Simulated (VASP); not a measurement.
Input:

```yaml
crystal:
  lattice:
    - [3.17962, 0.00000, 0.00000]
    - [-1.58981, 2.75363, 0.00000]
    - [0.00000, 0.00000, 5.12541]
  atoms:
    - { symbol: Zr, position: [0.33333, 0.66667, 0.25000] }
    - { symbol: Zr, position: [0.66667, 0.33333, 0.75000] }
```

Computed with PBEsol GGA, VASP's PBE PAW potentials (set 64) (plane waves; VASP). Run with 400 eV cut-off, 12×12×7 Γ-centred mesh, first-order Methfessel-Paxton smearing of 0.10 eV, potentials Zr_sv.

Problem. Estimate the energy per atom (σ→0), band gap (on the k-mesh) with the smallest direct gap where there is one.

Solution. 
The band gap (on the k-mesh) is none (metal, semimetal or under 0.01 eV) and the energy per atom (σ→0) is -9.078 eV/atom.

Total energies compare only between runs with the same potentials, cut-off and functional.

The structure comes from a measured Zr entry (P6_3/mmc) of the Crystallography Open Database, whose conditions weren't checked. It was relaxed first. The start is the result of an earlier pass.
